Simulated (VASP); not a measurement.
# Gap of AlN, level by level, part 2 of 7

How does the gap of AlN depend on the functional? LASPH is on for some levels and off for others; the table marks which. The start is a cell from a database of measured crystal structures.

VASP 6.6.1, plane waves and PAW; the level of theory is named at each step.

So far, least gap on mesh and path (eV): step 2 (bands, level LDA) 4.23.

## 3. Bands with PBE

This step: PBE; plane waves and PAW (Al, N) (VASP 6.6.1).

PBE, the usual starting point, adds the gradient of the density.

INCAR reads:

```
SYSTEM = AlN
PREC = Accurate
ENCUT = 520
EDIFF = 1E-06
NELM = 100
ISMEAR = 0
SIGMA = 0.02
LREAL = .FALSE.
ALGO = Normal
GGA = PE
NBANDS = 22
LORBIT = 11
LWAVE = .FALSE.
LCHARG = .FALSE.
KPAR = 8
```

POSCAR reads:

```
AlN
1.0
    3.1100000000      0.0000000000      0.0000000000
   -1.5550000000      2.6933390058      0.0000000000
    0.0000000000      0.0000000000      4.9800000000
Al N
2 2
Direct
    0.6666666667      0.3333333333      0.0000000000
    0.3333333333      0.6666666667      0.5000000000
    0.6666666667      0.3333333333      0.3820000000
    0.3333333333      0.6666666667      0.8820000000
```

KPOINTS reads:

```
Automatic mesh
0
Gamma
5 5 3
0 0 0
```

KPOINTS_OPT reads:

```
Line mode
16
Line-mode
Reciprocal
  0.00000000   0.00000000   0.00000000 GAMMA
  0.50000000   0.00000000   0.00000000 M

  0.50000000   0.00000000   0.00000000 M
  0.33333333   0.33333333   0.00000000 K

  0.33333333   0.33333333   0.00000000 K
  0.00000000   0.00000000   0.00000000 GAMMA

  0.00000000   0.00000000   0.00000000 GAMMA
  0.00000000   0.00000000   0.50000000 A

  0.00000000   0.00000000   0.50000000 A
  0.50000000   0.00000000   0.50000000 L

  0.50000000   0.00000000   0.50000000 L
  0.33333333   0.33333333   0.50000000 H

  0.33333333   0.33333333   0.50000000 H
  0.00000000   0.00000000   0.50000000 A

  0.50000000   0.00000000   0.50000000 L
  0.50000000   0.00000000   0.00000000 M

  0.33333333   0.33333333   0.00000000 K
  0.33333333   0.33333333   0.50000000 H
```

PAW data sets: Al and N (PBE family, release 64).

On the command line:

```console
$ mpirun -np 8 vasp_std
```

Numbers of over 12 decimals in the logs are rounded to 6 here.

What it wrote:

```text
[banner, memory and clock lines left out]
running    8 mpi-ranks, on    1 nodes
 distrk:  each k-point on    1 cores,    8 groups
 distr:  one band on    1 cores,    1 groups

 POSCAR found type information on POSCAR AlN
 POSCAR found :  2 types and       4 ions
 [... a notice as in an earlier step ...]

 LDA part: xc-table for (Slater+PW92), standard interpolation
 POSCAR, INCAR and KPOINTS ok, starting setup
 FFT: planning ... GRIDC
 FFT: planning ... GRID_SOFT
 FFT: planning ... GRID
 WAVECAR not read
 entering main loop
       N       E                     dE             d eps       ncg     rms          rms(c)
DAV:   1     0.428876378914E+02    0.42888E+02   -0.67734E+03   440   0.648E+02
DAV:   2    -0.312375997935E+02   -0.74125E+02   -0.69319E+02   530   0.164E+02
DAV:   3    -0.345027681924E+02   -0.32652E+01   -0.32453E+01   560   0.320E+01
DAV:   4    -0.345220733037E+02   -0.19305E-01   -0.19303E-01   506   0.272E+00
DAV:   5    -0.345223261327E+02   -0.25283E-03   -0.25283E-03   548   0.317E-01    0.122E+01
DAV:   6    -0.297499412074E+02    0.47724E+01   -0.71610E+00   524   0.172E+01    0.401E+00
DAV:   7    -0.297745218982E+02   -0.24581E-01   -0.67206E-01   530   0.460E+00    0.300E+00
DAV:   8    -0.297685575384E+02    0.59644E-02   -0.58137E-02   476   0.177E+00    0.823E-01
DAV:   9    -0.297621469231E+02    0.64106E-02   -0.83390E-03   518   0.632E-01    0.287E-01
DAV:  10    -0.297626290707E+02   -0.48215E-03   -0.22705E-03   518   0.247E-01    0.129E-01
DAV:  11    -0.297625750629E+02    0.54008E-04   -0.11128E-04   524   0.743E-02    0.332E-02
DAV:  12    -0.297625783605E+02   -0.32976E-05   -0.98087E-06   514   0.189E-02    0.710E-03
DAV:  13    -0.297625779114E+02    0.44902E-06   -0.28264E-06   520   0.111E-02
   1 F= -.29762578E+02 E0= -.29762578E+02  d E =-.400821E-45
 Start KPOINTS_OPT (optional k-point list driver)
k-point batch [1-10\144]
       N       E                     dE             ncg
DAV:   1     0.911238175804E+03   -0.98132E+03      440
DAV:   2     0.246726418924E+03   -0.66451E+03      550
DAV:   3     0.214842012981E+03   -0.31884E+02      538
DAV:   4     0.214651881926E+03   -0.19013E+00      518
DAV:   5     0.214649229792E+03   -0.26521E-02      530
DAV:   6     0.214649175300E+03   -0.54493E-04      512
DAV:   7     0.214649174079E+03   -0.12203E-05      490
DAV:   8     0.214649173998E+03   -0.80772E-07      376
[...]
k-point batch [141-144\144]
       N       E                     dE             ncg
DAV:   1     0.465281087435E+04   -0.25585E+04      176
DAV:   2     0.441717347990E+04   -0.23564E+03      226
DAV:   3     0.440831924757E+04   -0.88542E+01      218
DAV:   4     0.440826104705E+04   -0.58201E-01      200
DAV:   5     0.440826013407E+04   -0.91298E-03      218
DAV:   6     0.440826011481E+04   -0.19253E-04      200
DAV:   7     0.440826011436E+04   -0.45630E-06      212
```

Run time: 27 s. Hardware: 8 MPI ranks of AMD EPYC 7R43, shared host; peak memory 1.1 GiB.

OUTCAR, selected parts (step 3):

```text
 Found     10 irreducible k-points:

   NELECT =      16.0000    total number of electrons

 E-fermi :   6.3714

 k-point     1 :       0.0000    0.0000    0.0000
  band No.  band energies     occupation
    ...
      4       5.3026      2.00000
      5       5.3026      2.00000
      6       5.9534      2.00000
      7       5.9534      2.00000
      8       6.1758      2.00000
      9      10.3886      0.00000
     10      12.8404      0.00000
     11      16.7975      0.00000
     12      17.3266      0.00000
     13      17.3266      0.00000
    ...

 k-point     2 :       0.2000   -0.0000    0.0000
  band No.  band energies     occupation
    ...
      4       3.4147      2.00000
      5       4.2798      2.00000
      6       4.7842      2.00000
      7       5.8294      2.00000
      8       5.9144      2.00000
      9      11.9939      0.00000
     10      13.9974      0.00000
     11      14.8692      0.00000
     12      15.9236      0.00000
     13      18.1659      0.00000
    ...

  Total        1.0174585      1.0174585      0.9783151      0.0000000      0.0000000      0.0000000
  in kB       39.0792781     39.0792781     37.5758294      0.0000000      0.0000000      0.0000000
  external PRESSURE =      38.5781285 kB  Pullay stress =       0.0000000 kB

 POSITION                                       TOTAL-FORCE (eV/Angst)
 -----------------------------------------------------------------------------------
      1.55500      0.89778      0.00000        -0.000000     -0.000000      0.005494
     -0.00000      1.79556      2.49000        -0.000000      0.000000      0.005494
      1.55500      0.89778      1.90236        -0.000000      0.000000     -0.005494
     -0.00000      1.79556      4.39236         0.000000      0.000000     -0.005494
 -----------------------------------------------------------------------------------
    total drift:                                0.000000      0.000000      0.000570

  FREE ENERGIE OF THE ION-ELECTRON SYSTEM (eV)
  ---------------------------------------------------
  free  energy   TOTEN  =       -29.7625779114 eV

  energy  without entropy=      -29.7625779114  energy(sigma->0) =      -29.76257791

 total charge
# of ion       s       p       d       tot
------------------------------------------
    1        0.368   0.441   0.000   0.810
    2        0.368   0.441   0.000   0.810
    3        1.222   2.643   0.000   3.866
    4        1.222   2.643   0.000   3.866
--------------------------------------------------
tot          3.182   6.169   0.000   9.351

[... 9 parts as in an earlier step ...]

[... 5 further parts left out ...]
```

At this level the cell is under a pressure of 3.9 GPa, so at these settings it is away from equilibrium.

Numbers from this step:

* free energy (TOTEN): -29.76 eV
* Fermi energy: 6.371 eV
* pressure: 3.858 GPa
* least gap on mesh and path: 4.213 eV
* least direct gap on mesh and path: 4.213 eV

The electronic bands at the labelled points (eV, zero at the valence-band top; v1 is the highest filled band, c1 the lowest empty one):

```csv
point,v4,v3,v2,v1,c1,c2,c3,c4
Γ,-0.87,-0.22,-0.22,0.00,4.21,6.66,10.62,11.15
0.53 of the way,-2.66,-1.64,-0.51,-0.45,6.26,7.44,7.99,10.16
M,-3.35,-2.10,-1.78,-0.70,5.80,5.81,8.19,10.28
0.47 of the way,-3.13,-2.92,-1.86,-1.45,5.56,7.00,8.78,10.09
K,-3.80,-2.47,-2.39,-2.39,5.05,8.35,9.67,9.67
0.53 of the way,-3.17,-1.58,-0.81,-0.51,6.64,7.74,8.61,8.98
Γ,-0.87,-0.22,-0.22,0.00,4.21,6.66,10.62,11.15
0.47 of the way,-0.79,-0.79,-0.31,-0.31,5.08,6.78,10.31,11.12
A,-0.56,-0.56,-0.56,-0.56,6.47,6.47,10.33,10.33
0.53 of the way,-1.62,-1.62,-1.10,-1.10,6.41,6.41,9.55,9.55
L,-1.48,-1.48,-1.37,-1.37,5.31,5.31,9.25,9.25
0.53 of the way,-2.87,-2.87,-0.92,-0.92,6.25,6.25,9.12,9.12
H,-3.87,-3.87,-0.80,-0.80,7.42,7.42,7.82,7.82
0.53 of the way,-1.74,-1.74,-1.21,-1.21,6.78,6.78,9.43,9.43
A,-0.56,-0.56,-0.56,-0.56,6.47,6.47,10.33,10.33
jump to L,-1.48,-1.48,-1.37,-1.37,5.31,5.31,9.25,9.25
0.53 of the way,-2.66,-1.95,-1.25,-0.92,5.11,5.90,9.36,9.40
M,-3.35,-2.10,-1.78,-0.70,5.80,5.81,8.19,10.28
jump to K,-3.80,-2.47,-2.39,-2.39,5.05,8.35,9.67,9.67
0.47 of the way,-4.40,-2.90,-1.56,-1.56,5.79,8.23,8.74,8.74
H,-3.87,-3.87,-0.80,-0.80,7.42,7.42,7.82,7.82
```

Of the projections kept (Al, N), the largest for each band there; the rest of the weight can lie on other orbitals:

```csv
point,v4,v3,v2,v1,c1,c2,c3,c4
Γ,N 0.90,N 0.97,N 0.97,N 0.97,N 0.75,Al 0.65,N 0.93,Al 0.98
M,N 0.73,N 0.80,N 0.82,N 0.90,N 0.70,Al 0.77,N 0.53,N 0.91
K,N 0.66,N 0.84,N 0.78,N 0.78,Al 0.92,N 0.99,N 0.85,N 0.85
Γ,N 0.90,N 0.97,N 0.97,N 0.97,N 0.75,Al 0.65,N 0.93,Al 0.98
A,N 0.93,N 0.93,N 0.93,N 0.93,N 0.71,N 0.71,Al 0.58,Al 0.58
L,N 0.84,N 0.84,N 0.87,N 0.87,Al 0.56,Al 0.56,Al 0.86,Al 0.86
```

The gap is 4.21 eV, direct at Γ. Against LDA that is -0.02 eV; this run took 1.4 times the core time.

## 4. Bands with r2SCAN

This step: r2SCAN; plane waves and PAW (Al, N) (VASP 6.6.1).

r2SCAN adds the kinetic-energy density, costs more than a GGA and is run with LASPH.

INCAR: that of step 3 with these lines changed.

```diff
@@ -9,3 +9,4 @@
 ALGO = Normal
-GGA = PE
+METAGGA = R2SCAN
+LASPH = .TRUE.
 NBANDS = 22
```

POSCAR is that of step 3.

KPOINTS is that of step 3.

KPOINTS_OPT is that of step 3.

On the command line:

```console
$ mpirun -np 8 vasp_std
```

What it wrote:

```text
[banner, memory and clock lines left out]
running    8 mpi-ranks, on    1 nodes
[...]
[... a notice as in an earlier step ...]

 [... a notice as in an earlier step ...]

 LDA part: xc-table for (None), standard interpolation
 POSCAR, INCAR and KPOINTS ok, starting setup
[...]
entering main loop
       N       E                     dE             d eps       ncg     rms          rms(c)
DAV:   1     0.330503527407E+02    0.33050E+02   -0.70084E+03   440   0.671E+02
DAV:   2    -0.436965009909E+02   -0.76747E+02   -0.71712E+02   530   0.170E+02
DAV:   3    -0.470882555980E+02   -0.33918E+01   -0.33712E+01   554   0.332E+01
DAV:   4    -0.471094864231E+02   -0.21231E-01   -0.21229E-01   524   0.290E+00
[...]
DAV:  13    -0.384494987462E+02    0.63854E-05   -0.45030E-06   488   0.149E-02    0.134E-02
DAV:  14    -0.384494975521E+02    0.11941E-05   -0.76308E-07   354   0.588E-03    0.958E-03
DAV:  15    -0.384494975089E+02    0.43190E-07   -0.10291E-07   256   0.294E-03
   1 F= -.38449498E+02 E0= -.38449498E+02  d E =-.212026E-49
 Start KPOINTS_OPT (optional k-point list driver)
k-point batch [1-10\144]
       N       E                     dE             ncg
DAV:   1     0.868082420395E+03   -0.10245E+04      440
DAV:   2     0.170382921265E+03   -0.69770E+03      544
DAV:   3     0.137430444412E+03   -0.32952E+02      544
DAV:   4     0.137219482791E+03   -0.21096E+00      524
DAV:   5     0.137216064228E+03   -0.34186E-02      536
DAV:   6     0.137215984612E+03   -0.79616E-04      506
DAV:   7     0.137215982490E+03   -0.21218E-05      536
DAV:   8     0.137215982438E+03   -0.51714E-07      368
[...]
k-point batch [141-144\144]
       N       E                     dE             ncg
DAV:   1     0.463158679051E+04   -0.25797E+04      176
DAV:   2     0.438569344466E+04   -0.24589E+03      214
DAV:   3     0.437661793622E+04   -0.90755E+01      212
DAV:   4     0.437655245875E+04   -0.65477E-01      206
DAV:   5     0.437655126594E+04   -0.11928E-02      212
DAV:   6     0.437655123741E+04   -0.28528E-04      212
DAV:   7     0.437655123664E+04   -0.76754E-06      212
```

It took 68 s on 8 MPI ranks; peak memory 1.2 GiB.

OUTCAR, selected parts (step 4):

```text
  Total       -0.2415011     -0.2415011     -0.2275941      0.0000000      0.0000000      0.0000000
  in kB       -9.2757479     -9.2757479     -8.7415989      0.0000000      0.0000000      0.0000000
  external PRESSURE =      -9.0976982 kB  Pullay stress =       0.0000000 kB

 POSITION                                       TOTAL-FORCE (eV/Angst)
 -----------------------------------------------------------------------------------
      1.55500      0.89778      0.00000        -0.000000      0.000000      0.013641
     -0.00000      1.79556      2.49000         0.000000      0.000000      0.013641
      1.55500      0.89778      1.90236        -0.000000      0.000000     -0.013641
     -0.00000      1.79556      4.39236        -0.000000     -0.000000     -0.013641
 -----------------------------------------------------------------------------------
    total drift:                               -0.000000     -0.000000     -0.018032

  FREE ENERGIE OF THE ION-ELECTRON SYSTEM (eV)
  ---------------------------------------------------
  free  energy   TOTEN  =       -38.4494975089 eV

  energy  without entropy=      -38.4494975089  energy(sigma->0) =      -38.44949751

[... 2 parts as in an earlier step ...]

[... 1 further part left out ...]
[key lines of the parts left out:]
E-fermi :   6.1128
```

The PAW data sets were made with PBE, which is usual practice but a small mismatch for other functionals.

The electronic bands at the labelled points (eV, zero at the valence-band top; v1 is the highest filled band, c1 the lowest empty one):

```csv
point,v4,v3,v2,v1,c1,c2,c3,c4
Γ,-0.90,-0.24,-0.24,0.00,4.89,7.50,11.59,12.01
0.53 of the way,-2.68,-1.68,-0.52,-0.47,6.99,8.19,8.79,11.12
M,-3.39,-2.15,-1.77,-0.72,6.44,6.54,9.02,11.23
0.47 of the way,-3.16,-2.95,-1.86,-1.48,6.19,7.74,9.63,11.02
K,-3.80,-2.52,-2.41,-2.41,5.68,9.13,10.54,10.54
0.53 of the way,-3.21,-1.59,-0.83,-0.51,7.38,8.47,9.41,9.87
Γ,-0.90,-0.24,-0.24,0.00,4.89,7.50,11.59,12.01
0.47 of the way,-0.82,-0.82,-0.33,-0.33,5.76,7.60,11.27,11.96
A,-0.58,-0.58,-0.58,-0.58,7.23,7.23,11.29,11.29
0.53 of the way,-1.64,-1.64,-1.13,-1.13,7.12,7.12,10.45,10.45
L,-1.51,-1.51,-1.39,-1.39,5.98,5.98,10.12,10.12
0.53 of the way,-2.90,-2.90,-0.94,-0.94,6.94,6.94,9.96,9.96
H,-3.92,-3.92,-0.81,-0.81,8.14,8.14,8.62,8.62
0.53 of the way,-1.77,-1.77,-1.22,-1.22,7.50,7.50,10.32,10.32
A,-0.58,-0.58,-0.58,-0.58,7.23,7.23,11.29,11.29
jump to L,-1.51,-1.51,-1.39,-1.39,5.98,5.98,10.12,10.12
0.53 of the way,-2.69,-2.00,-1.26,-0.94,5.76,6.61,10.22,10.29
M,-3.39,-2.15,-1.77,-0.72,6.44,6.54,9.02,11.23
jump to K,-3.80,-2.52,-2.41,-2.41,5.68,9.13,10.54,10.54
0.47 of the way,-4.42,-2.95,-1.57,-1.57,6.44,9.00,9.57,9.57
H,-3.92,-3.92,-0.81,-0.81,8.14,8.14,8.62,8.62
```

Of the projections kept (Al, N), the largest for each band there; the rest of the weight can lie on other orbitals:

```csv
point,v4,v3,v2,v1,c1,c2,c3,c4
Γ,N 0.89,N 0.97,N 0.97,N 0.97,N 0.73,Al 0.67,N 0.92,Al 0.98
M,N 0.74,N 0.80,N 0.82,N 0.90,N 0.67,Al 0.78,N 0.51,N 0.91
K,N 0.67,N 0.84,N 0.78,N 0.78,Al 0.93,N 0.99,N 0.84,N 0.84
Γ,N 0.89,N 0.97,N 0.97,N 0.97,N 0.73,Al 0.67,N 0.92,Al 0.98
A,N 0.93,N 0.93,N 0.93,N 0.93,N 0.69,N 0.69,Al 0.60,Al 0.60
L,N 0.84,N 0.84,N 0.87,N 0.87,Al 0.58,Al 0.58,Al 0.87,Al 0.87
```

The gap is 4.89 eV, direct at Γ. Against LDA that is +0.66 eV; this run took 3.6 times the core time.

(Continued in part 3 of 7.)

[Lines on the potential files, build, host, timing and source positions are cut from VASP's logs without a mark.]

[Logs are printed without paths, hosts, clocks, repeated set-up lines and the standing remarks that a program may print on its own settings, such as how far it seeks lower states.]

[Hosts, paths, dates, database ids (printed as entryN), source tags and the programs' standing remarks are cut or masked in the printed files.]

[A measured line is paired with the nearest computed mode of its activity, which favours agreement.]
